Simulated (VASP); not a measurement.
CuAu (L1_0) relaxed at rising pressure, in one space group throughout; other phases were not tried. The pressures are those reached. Computed with PBEsol GGA, VASP's PBE PAW potentials (set 64) (plane waves; VASP).

```
P (GPa)  V (Å³/atom)    k-mesh
-------  -----------  --------
-0.01         14.217  13×13×10
5.09          13.832  13×13×10
10.04         13.511  13×13×10
19.92         12.966  13×13×10
30.16         12.523  13×13×11
```

A change of mesh leaves a small step in the series.

Task: Fit an equation of state and predict the volume at 45.00 GPa.

Result: Least squares on the third-order Birch-Murnaghan form, P = (3B0/2)(y⁷ − y⁵)[1 + (3/4)(B′ − 4)(y² − 1)] with y = (V0/V)^(1/3), gives V0 = 14.219 Å³/atom, B0 = 171 GPa and B′ = 5.1, and so 11.997 Å³/atom. The run gave 12.012 Å³/atom, +0.1 % from the fit.

Pressures at which the relaxation failed are left out.

The compound is CuAu in the L1_0 structure.
